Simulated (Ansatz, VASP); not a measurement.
# TiAl3 in two plane-wave programs, part 2 of 2

Wanted: the spread between two codes on one cell, functional and k mesh. The cell is taken from a series of runs on this material, whose earlier steps may have relaxed, scaled, displaced or heated it; both programs get it as it stands.

VASP 6.6.1 and Ansatz 0.2.0.

So far: The structure; VASP: zone-centre phonons, LDA.

### Step 2. VASP: zone-centre phonons, LDA (continued)

Level of this step: LDA; plane waves and PAW (Al, Ti_sv) (VASP).

Numbers of over 12 decimals in the logs are rounded to 6 here.

Parts of OUTCAR (step 2):

```text
ion  position               nearest neighbor table
   1  0.500  0.500  0.000-   4 2.71   4 2.71   4 2.71   4 2.71   3 2.88   2 2.88   3 2.88   2 2.88
                             3 2.88   3 2.88   2 2.88   2 2.88
   2  0.750  0.250  0.500-   3 2.71   3 2.71   3 2.71   3 2.71   4 2.88   1 2.88   4 2.88   4 2.88
                             1 2.88   1 2.88   4 2.88   1 2.88
   3  0.250  0.750  0.500-   2 2.71   2 2.71   2 2.71   2 2.71   4 2.88   1 2.88   4 2.88   1 2.88
                             4 2.88   4 2.88   1 2.88   1 2.88
   4  0.000  0.000  0.000-   1 2.71   1 2.71   1 2.71   1 2.71   3 2.88   2 2.88   3 2.88   3 2.88
                             2 2.88   2 2.88   3 2.88   2 2.88

  LATTYP: Found a body centered tetragonal cell.
 ALAT       =     3.8261844282
 C/A-ratio  =     2.2488118892

 Subroutine GETGRP returns: Found 16 space group operations
 (whereof 16 operations were pure point group operations)

The static configuration has the point symmetry D_4h.

 Found    349 irreducible k-points:

   k-points           NKPTS =    349   k-points in BZ     NKDIM =    349   number of bands    NBANDS=     16

   dimension x,y,z NGX =    40 NGY =   40 NGZ =   40
   dimension x,y,z NGXF=    80 NGYF=   80 NGZF=   80

   ENCUT  =  500.0 eV  36.75 Ry    6.06 a.u.   9.27  9.27  9.27*2*pi/ulx,y,z

   NELECT =      21.0000    total number of electrons

 k-points in reciprocal lattice and weights: Automatic mesh
   0.00000000  0.00000000  0.00000000       0.000
   0.06250000  0.00000000  0.00000000       0.002
   0.12500000  0.00000000  0.00000000       0.002
   0.18750000 -0.00000000  0.00000000       0.002
   0.25000000  0.00000000  0.00000000       0.002
   0.31250000  0.00000000  0.00000000       0.002
   0.37500000 -0.00000000  0.00000000       0.002
   0.43750000  0.00000000  0.00000000       0.002
   0.50000000  0.00000000  0.00000000       0.001
[...]
-0.43750000 -0.43750000  0.43750000       0.000
   0.50000000  0.50000000  0.50000000       0.000

 average (electrostatic) potential at core
       1 -69.9329       2 -69.8575       3 -69.8575       4 -72.3250

  Total       -1.6188243     -1.6188243     -1.6173029      0.0000000      0.0000000      0.0000000
  in kB      -41.1802961    -41.1802961    -41.1415943      0.0000000      0.0000000      0.0000000
  external PRESSURE =     -41.1673955 kB  Pullay stress =       0.0000000 kB

  energy-cutoff  :      500.00
  volume of cell :       62.98
      direct lattice vectors                 reciprocal lattice vectors
    -1.913092214  1.913092214  4.302184516     0.000000000  0.261356978  0.116220027
     1.913092214 -1.913092214  4.302184516     0.261356978  0.000000000  0.116220027
     1.913092214  1.913092214 -4.302184516     0.261356978  0.261356978  0.000000000

 POSITION                                       TOTAL-FORCE (eV/Angst)
 -----------------------------------------------------------------------------------
      0.00000      0.00000      4.30218         0.000000     -0.000000      0.000000
     -0.00000      1.91309      2.15109         0.000000      0.000000      0.000000
      1.91309     -0.00000      2.15109        -0.000000      0.000000     -0.000000
      0.00000      0.00000      0.00000         0.000000     -0.000000      0.000000
 -----------------------------------------------------------------------------------
    total drift:                               -0.000000     -0.000000      0.000000

 Eigenvectors and eigenvalues of the dynamical matrix
 ----------------------------------------------------

   1 f  =   10.074958 THz    63.302826 2PiTHz  336.064416 cm-1    41.666658 meV
             X         Y         Z           dx          dy          dz
      0.000000  0.000000  4.302185    -0.789264    0.126115   -0.000000
     -0.000000  1.913092  2.151092    -0.000882    0.000141   -0.000000
      1.913092 -0.000000  2.151092    -0.000882    0.000141    0.000000
      0.000000  0.000000  0.000000     0.593434   -0.094824   -0.000000

   2 f  =   10.074958 THz    63.302826 2PiTHz  336.064416 cm-1    41.666658 meV
             X         Y         Z           dx          dy          dz
      0.000000  0.000000  4.302185    -0.126115   -0.789264   -0.000000
     -0.000000  1.913092  2.151092    -0.000141   -0.000882    0.000000
      1.913092 -0.000000  2.151092    -0.000141   -0.000882    0.000000
      0.000000  0.000000  0.000000     0.094824    0.593434   -0.000000

   3 f  =    9.802026 THz    61.587947 2PiTHz  326.960403 cm-1    40.537905 meV
             X         Y         Z           dx          dy          dz
      0.000000  0.000000  4.302185     0.000000   -0.000000    0.000000
     -0.000000  1.913092  2.151092    -0.705297   -0.050560   -0.000000
      1.913092 -0.000000  2.151092     0.705297    0.050560    0.000000
      0.000000  0.000000  0.000000    -0.000000    0.000000    0.000000

   4 f  =    9.802026 THz    61.587947 2PiTHz  326.960403 cm-1    40.537905 meV
             X         Y         Z           dx          dy          dz
      0.000000  0.000000  4.302185     0.000000   -0.000000   -0.000000
     -0.000000  1.913092  2.151092     0.050560   -0.705297    0.000000
      1.913092 -0.000000  2.151092    -0.050560    0.705297   -0.000000
      0.000000  0.000000  0.000000    -0.000000    0.000000   -0.000000

   5 f  =    9.270701 THz    58.249534 2PiTHz  309.237309 cm-1    38.340523 meV
             X         Y         Z           dx          dy          dz
      0.000000  0.000000  4.302185     0.000000    0.000000   -0.372049
     -0.000000  1.913092  2.151092     0.000000   -0.000000    0.538797
      1.913092 -0.000000  2.151092     0.000000   -0.000000    0.538797
      0.000000  0.000000  0.000000    -0.000000   -0.000000   -0.530072

   6 f  =    7.351053 THz    46.188029 2PiTHz  245.204737 cm-1    30.401499 meV
             X         Y         Z           dx          dy          dz
      0.000000  0.000000  4.302185    -0.000000    0.000000    0.000000
     -0.000000  1.913092  2.151092     0.000000   -0.000000   -0.707107
      1.913092 -0.000000  2.151092     0.000000   -0.000000    0.707107
      0.000000  0.000000  0.000000    -0.000000    0.000000   -0.000000

   7 f  =    6.431290 THz    40.408988 2PiTHz  214.524750 cm-1    26.597667 meV
             X         Y         Z           dx          dy          dz
      0.000000  0.000000  4.302185    -0.335114    0.198447    0.000000
     -0.000000  1.913092  2.151092     0.464030   -0.274788    0.000000
      1.913092 -0.000000  2.151092     0.464030   -0.274788   -0.000000
      0.000000  0.000000  0.000000    -0.444321    0.263117   -0.000000

   8 f  =    6.431290 THz    40.408988 2PiTHz  214.524750 cm-1    26.597667 meV
             X         Y         Z           dx          dy          dz
      0.000000  0.000000  4.302185     0.198447    0.335114   -0.000000
     -0.000000  1.913092  2.151092    -0.274788   -0.464030    0.000000
      1.913092 -0.000000  2.151092    -0.274788   -0.464030   -0.000000
      0.000000  0.000000  0.000000     0.263117    0.444321    0.000000

   9 f  =    5.794136 THz    36.405631 2PiTHz  193.271578 cm-1    23.962611 meV
             X         Y         Z           dx          dy          dz
      0.000000  0.000000  4.302185    -0.000000   -0.000000   -0.806820
     -0.000000  1.913092  2.151092     0.000000    0.000000    0.011935
      1.913092 -0.000000  2.151092     0.000000    0.000000    0.011935
      0.000000  0.000000  0.000000    -0.000000   -0.000000    0.590556

  10 f/i=    0.004272 THz     0.026841 2PiTHz    0.142495 cm-1     0.017667 meV
             X         Y         Z           dx          dy          dz
      0.000000  0.000000  4.302185    -0.429505   -0.158115    0.000000
     -0.000000  1.913092  2.151092    -0.429188   -0.157999    0.000000
      1.913092 -0.000000  2.151092    -0.429188   -0.157999    0.000000
      0.000000  0.000000  0.000000    -0.572514   -0.210762    0.000000

  11 f/i=    0.004272 THz     0.026841 2PiTHz    0.142495 cm-1     0.017667 meV
             X         Y         Z           dx          dy          dz
      0.000000  0.000000  4.302185     0.158115   -0.429505   -0.000000
     -0.000000  1.913092  2.151092     0.157999   -0.429188   -0.000000
      1.913092 -0.000000  2.151092     0.157999   -0.429188   -0.000000
      0.000000  0.000000  0.000000     0.210762   -0.572514   -0.000000

  12 f/i=    0.010248 THz     0.064389 2PiTHz    0.341830 cm-1     0.042381 meV
             X         Y         Z           dx          dy          dz
      0.000000  0.000000  4.302185    -0.000000    0.000000   -0.458935
     -0.000000  1.913092  2.151092    -0.000000    0.000000   -0.457772
      1.913092 -0.000000  2.151092    -0.000000    0.000000   -0.457772
      0.000000  0.000000  0.000000    -0.000000    0.000000   -0.608496

 ELASTIC MODULI CONTR FROM IONIC RELAXATION (kBar)
 Direction    XX          YY          ZZ          XY          YZ          ZX
 --------------------------------------------------------------------------------
 XX          -4.6480      4.6480      0.0000      0.0000      0.0000     -0.0000
 YY           4.6480     -4.6480      0.0000      0.0000     -0.0000      0.0000
 ZZ           0.0000      0.0000      0.0000      0.0000      0.0000      0.0000
 XY           0.0000      0.0000      0.0000      0.0000      0.0000      0.0000
 YZ           0.0000     -0.0000      0.0000      0.0000    -17.3096     -0.0000
 ZX          -0.0000      0.0000      0.0000      0.0000     -0.0000    -19.9258
 --------------------------------------------------------------------------------
```

This run has no spin polarisation. Its electron count is odd, so without a moment it is a metal by construction.

### Step 3. Ansatz: zone-centre phonons, LDA

Ansatz runs on its PAW soft_1 files.

The same cell, functional (in two slightly different forms), mesh and smearing now go to Ansatz, which takes its cutoff from its data sets.

input.yaml

```yaml
crystal:
  lattice:
    - [-1.9130922141, 1.9130922141, 4.3021845162]
    - [1.9130922141, -1.9130922141, 4.3021845162]
    - [1.9130922141, 1.9130922141, -4.3021845162]
  atoms:
    - { symbol: Al, position: [0.5, 0.5, 0.0] }
    - { symbol: Al, position: [0.75, 0.25, 0.5] }
    - { symbol: Al, position: [0.25, 0.75, 0.5] }
    - { symbol: Ti, position: [0.0, 0.0, 0.0] }
kpoints:
  mp_grid: { grid: [16, 16, 16] }
hamiltonian:
  xc: lda
  pseudopotentials: { kind: paw, azcp: { folder: soft_1 }, xc_functional: pbe }
scf:
  occupations: { method: methfessel_paxton, width: 0.2 }
output:
  eigenvalues: true
phonons:
  method: dfpt
```

The run is started by

```bash
> ansatz run input.yaml --threads 4 --pin off --max-ram 16384MiB --backend cpu --events-out ev --progress --plain --runs-dir out
```

The program printed:

```text
zone centre: on kpoints.mp_grid the ground state, and the responses unless they are solved on pairs of k-points, stand on 621 of the mesh's 4096 k-points, reduced under 4 symmetry operations, with k and −k counted as one. Each operation leaves every solved displacement unchanged or reverses it
Engine: ansatz 0.2.0, x86_64-unknown-linux-gnu
Pseudopotentials: kind: paw
Pseudopotential: Al, paw, valence charge 3, recommended cutoff 420 eV (normal), soft_1/Al.paw.azcp
Pseudopotential: Ti, paw, valence charge 12, recommended cutoff 420 eV (normal), soft_1/Ti.paw.azcp
Functional definition: SPW92
  exchange = slater_x
  correlation = pw_c
Crystal: 4 atoms, lattice volume = 62.983 Å³
Basis set: ecut = 420 eV, 1227 PW (Γ), exchange–correlation on 72×72×72 points (8 copies of the dense FFT grid, shifted against one another)
Bands: 15, of which v1, the nominal top of the filled ones, is band 11 counted from 1 (10 counted from 0)
Symmetry: 16 space group operations
k-points: 621 of 4096 (irreducible under 4 space group operations, time reversal used)
Non-local potential: Al, projectors of the file, l = 0: 2, l = 1: 2, l = 2: 1
Non-local potential: Ti, projectors of the file, l = 0: 3, l = 1: 2, l = 2: 3, l = 3: 1
PAW form: soft (Blöchl's): semilocal exchange-correlation on the pseudo side does not see the compensation charge
PAW frozen core: Al, regenerated for the run's functional, and the local potential with it (the file was generated under x = pbe(κ = 0.804, μ = 0.219515), c = pbe(β = 0.066725))
PAW frozen core: Ti, regenerated for the run's functional, and the local potential with it (the file was generated under x = pbe(κ = 0.804, μ = 0.219515), c = pbe(β = 0.066725))
PAW one-centre angular grid: Al, 110 points (default); XC on 64 Gauss nodes
PAW one-centre angular grid: Ti, 590 points (default); XC on 64 Gauss nodes
Initial density: superposition of atomic densities (chi_scale 0.1, normalization cell, long waves kept (reshape's long-wave potential 0.00 eV rms))
Initial wavefunctions: pseudopotential atomic-orbital guess
Functional: x = slater, c = lda
SCF iter   1: F=—  HF=-3990.937819 eV  |F-HF|=—  |Δ(HF+E_count)|=         —  Δρ=2.81e-2  dr2=6.30e-1  ethr=3.10e-3  ⟨swp⟩=5.1  Hψ=47311  notcnv=0
preconditioner: auto → Kerker (q_TF=auto, 2.272 Å⁻¹)  [metal: Δε(μ)=0.010 eV  Ē_g=5.491 eV  σ=0.200 eV  W_gap=0.04  n_scr=10 (ndim 8)  ℏωp=16.9 eV  f_vac=0.000  D(μ)=1.66/eV (n_scr^D=10)]
SCF iter   2: F=—  HF=-3990.720219 eV  |F-HF|=—  |Δ(HF+E_count)|=   2.18e-1  S|Δr|=    0.00e0  Δρ=1.76e-2  dr2=2.78e-1  ethr=3.00e-3  ⟨swp⟩=2.0  Hψ=16399  notcnv=0
SCF iter   3: F=—  HF=-3990.579563 eV  |F-HF|=—  |Δ(HF+E_count)|=   1.41e-1  S|Δr|=    0.00e0  Δρ=1.92e-3  dr2=2.10e-3  ethr=1.32e-3  ⟨swp⟩=2.6  Hψ=15365  notcnv=0
SCF iter   4: F=—  HF=-3990.578656 eV  |F-HF|=—  |Δ(HF+E_count)|=   9.07e-4  S|Δr|=    0.00e0  Δρ=5.36e-4  dr2=1.36e-4  ethr=1.00e-5  ⟨swp⟩=2.7  Hψ=15120  notcnv=0
SCF iter   5: F=—  HF=-3990.578601 eV  |F-HF|=—  |Δ(HF+E_count)|=   5.55e-5  S|Δr|=    0.00e0  Δρ=8.37e-5  dr2=6.23e-6  ethr=6.47e-7  ⟨swp⟩=2.0  Hψ=13124  notcnv=0
SCF iter   6: F=—  HF=-3990.578597 eV  |F-HF|=—  |Δ(HF+E_count)|=   3.34e-6  S|Δr|=    0.00e0  Δρ=1.32e-5  dr2=8.97e-8  ethr=2.97e-8  ⟨swp⟩=2.1  Hψ=11089  notcnv=0
SCF iter   7: F=—  HF=-3990.578597 eV  |F-HF|=—  |Δ(HF+E_count)|=   1.06e-7  S|Δr|=    0.00e0  Δρ=2.60e-6  dr2=3.68e-9  ethr=4.27e-10  ⟨swp⟩=2.7  Hψ=15428  notcnv=0
SCF iter   8: F=—  HF=-3990.578597 eV  |F-HF|=—  |Δ(HF+E_count)|=  8.98e-10  S|Δr|=    0.00e0  Δρ=5.79e-7  dr2=1.92e-10  ethr=1.75e-11  ⟨swp⟩=2.9  Hψ=16088  notcnv=0
SCF iter   9: F=-3990.578597 eV  HF=-3990.578597 eV  |F-HF|=2.27e-12  |Δ(HF+E_count)|=  4.27e-11  S|Δr|=    0.00e0  Δρ=9.61e-8  dr2=5.00e-12  ethr=1.00e-12  ⟨swp⟩=5.0  Hψ=34839  notcnv=0
the search or the solves at the SCF's close seem to have found levels that the self-consistency loop had missed (the run counts 6). By its estimate they hold under 1e-12 electrons; where the run keeps them, the occupations were computed again with them
SCF 1 converged in 9 iterations: F = -3990.578597 eV  dr2 = 5.00e-12
  greatest PAW one-centre occupation: 0.998 electrons in one spin orbital (limit 2), on the Ti atom at site 3 (counted from 0), in its partial waves of l = 0
DFPT response loops at Γ: preconditioner auto → Kerker (q_TF=auto, 2.272 Å⁻¹) (partly filled bands, converged f_vac=0.000); β = 1.00, the filter's whole step (`scf.mixing.beta` (0.50) is not read by the response loops under this deck's `scf.mixing.preconditioner`; to damp them name `kerker` or `kerker_dos`, under which they read `scf.mixing.beta`, and type it under 1.00, their step now; both keys bind the ground state too); Broyden in place of MSR1
SCF converged after 9 iterations
Stability not checked: this state was not tested for a lower state beside it, because cold or Methfessel-Paxton smearing, or corrected tetrahedra, fill the levels in a way that the test cannot read (fill_not_monotonic; see scf.lower_state_search)
Free energy (F): -3990.578597 eV
Harris-Foulkes:  -3990.578597 eV  (|F-HF|=2.27e-12)
Internal energy: -3990.579838 eV  (E = F + TS)
E sigma→0 (E₀):  -3990.578908 eV
Entropy (-TS):   0.001241 eV (0.310 meV/atom)
Fermi energy:    9.341106 eV
Step filling:    the computed levels leave a gap of 0.0000 eV = 0.0 smearing widths at the electron count; against every level under it full and every level over it empty, smearing changes F+E_penalty+E_count by +0.303 meV and its σ→0 estimate by -7.10e-3 meV
--- Per-component energies (eV) ---
  E_band       = -154.430273
  E_kinetic    = 350.645398
  E_local      = -1256.245029  (includes V_loc(G=0)·N_el)
  E_nonlocal   = 98.340642
  E_hartree    = 537.171591
  E_xc         = -228.477847
  E_vxc        = -234.962885  (∫ρ·V_xc dr)
  E_paw        = -2330.079822  (= ΣΔE_a)
  E_vpaw       = -186.551533  (= ΣTr[D̂ρ^β])
  E_aug_tail   = -0.000096  (compensation charges beyond the density's cutoff)
  E_ewald      = -1162.427776
  E_core_change = 0.493100  (= ΣΔE_core)
  E_smearing   = 0.001241  (= −TS)
  E_closure    = -0.000000  (closes the sum)
  Σ components = -3990.578597   (vs F -3990.578597, Δ=0.00e0)
--- Band table (eV; the first three rows and the last of 621) ---
  k-point 0: bands = [... 7 lower, 7.9525, 8.1448, 8.1448, 10.1755, 11.1298, 11.1298, 11.6495, 11.7097]
  k-point 1: bands = [... 7 lower, 7.8680, 7.8837, 8.1449, 9.8053, 11.2111, 11.2384, 11.4789, 11.9512]
  k-point 2: bands = [... 7 lower, 7.3055, 7.6589, 8.1415, 9.0507, 11.2763, 11.3807, 11.3830, 12.3014]
  k-point 620: bands = [... 7 lower, 8.4794, 8.4794, 9.1174, 10.0375, 10.0375, 10.2894, 12.4220, 13.9726]
--- Phonons (Γ-DFPT): 6 representative perturbations + reference, on 621 of 4096 k-points (Σ response iterations 18) ---
  k mesh reduced under 4 symmetry operations, with k and −k counted as one. Each operation leaves every solved displacement unchanged or reverses it
  ASR residual: 5.900e-5 → 0.000e0 eV/Å²; symmetrization residual: 3.445e-6 eV/Å²
  ASR residual per site (eV/Å²): 1.53e-5 9.93e-6 9.93e-6 5.90e-5
  Γ frequencies (cm⁻¹): 0.00 0.00 0.00 192.74 214.18 214.18 244.63 308.07 325.90 325.90 335.54 335.54
  non-analytic LO–TO correction: not included (Born effective charges unavailable; polar crystals: no LO–TO splitting at Γ)
```

In the SCF lines HF is the Harris–Foulkes energy and dr2 the Hartree energy of the density residual, in eV; the loop may stop once dr2 is under the threshold and the program's other checks hold. Hψ counts applications of the Hamiltonian.

### Step 4. Side by side

Known differences besides the potentials themselves: the cutoff is 420 eV in Ansatz and 500 eV in VASP; VASP's log shows a relativistic correction to its local exchange, Ansatz's none. Total energies have different zeros and are not compared.

The two programs side by side:

```
                  quantity  Ansatz   VASP  difference
     optical mode 1 (cm⁻¹)   192.7  193.3     -0.28 %
optical mode 2 to 3 (cm⁻¹)   214.2  214.5     -0.16 %
     optical mode 4 (cm⁻¹)   244.6  245.2     -0.23 %
     optical mode 5 (cm⁻¹)   308.1  309.2     -0.38 %
optical mode 6 to 7 (cm⁻¹)   325.9  327.0     -0.32 %
optical mode 8 to 9 (cm⁻¹)   335.5  336.1     -0.16 %
```

Modes are paired by rising frequency, not by their patterns, so a pair may set unlike modes beside each other; they are those without the splitting of longitudinal modes.

### Step 5. Results

```json
{"r.m.s. difference of the optical zone-centre modes, each program's sorted by frequency (zone-centre phonons, LDA)": "0.75 cm⁻¹"}
```

What this shows: The r.m.s. difference of the optical zone-centre modes, each program's sorted by frequency is 0.75 cm⁻¹ (zone-centre phonons, LDA). How closely two codes agree says nothing of how well the functional describes the real material.

[Lines on the potential files, build, host, timing and source positions are cut from VASP's logs without a mark.]

[Logs are printed without paths, hosts, clocks, repeated set-up lines and the standing remarks that a program may print on its own settings, such as how far it seeks lower states.]

[Hosts, paths, dates, database ids (printed as entryN), source tags and the programs' standing remarks are cut or masked in the printed files.]
